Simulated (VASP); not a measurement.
Given:

```
CELL_PARAMETERS angstrom
      3.86997     0.00000     0.00000
      0.00000     3.86997     0.00000
      0.00000     0.00000     3.86997
ATOMIC_POSITIONS crystal
  Li 0.50000 0.00000 0.00000
  Li 0.00000 0.50000 0.00000
  Li 0.00000 0.00000 0.50000
  Br 0.50000 0.50000 0.50000
  O  0.00000 0.00000 0.00000
```

Calculation: LDA (Ceperley-Alder, Perdew-Zunger), VASP's LDA PAW potentials (set 64) (plane waves; VASP 6.6.1). Numerical set-up: 520 eV cut-off, 6×6×6 Γ-centred mesh, Gaussian smearing of 0.010 eV, potentials Li_sv Br O.

Task: Give the electronic dielectric tensor ε∞ (DFPT, local fields included).

Result: 
```
3.76  0.00  0.00
0.00  3.76  0.00
0.00  0.00  3.76
```

Task: Give the Born effective charges.

Result: 
```
atom   Z*xx   Z*yy   Z*zz   mean
----  -----  -----  -----  -----
Li1    0.96   1.22   1.22   1.14
Li2    1.22   0.96   1.22   1.14
Li3    1.22   1.22   0.96   1.14
Br4   -1.20  -1.20  -1.20  -1.20
O5    -2.21  -2.21  -2.21  -2.21
```

Task: And the static tensor with the ions free?

Result: 
```
11.5  0.00  0.00
0.00  11.5  0.00
0.00  0.00  11.5
```

Task: Which frequencies do the optical Γ-point modes have (no LO-TO splitting)?

Result: 171 (×3), 272 (×3), 370 (×3), 514 (×3) cm⁻¹.

The structure comes from a computed database's Li3BrO entry (Pm-3m); how it stands against other phases isn't given here. It was relaxed first, which changed the volume by -6 %.
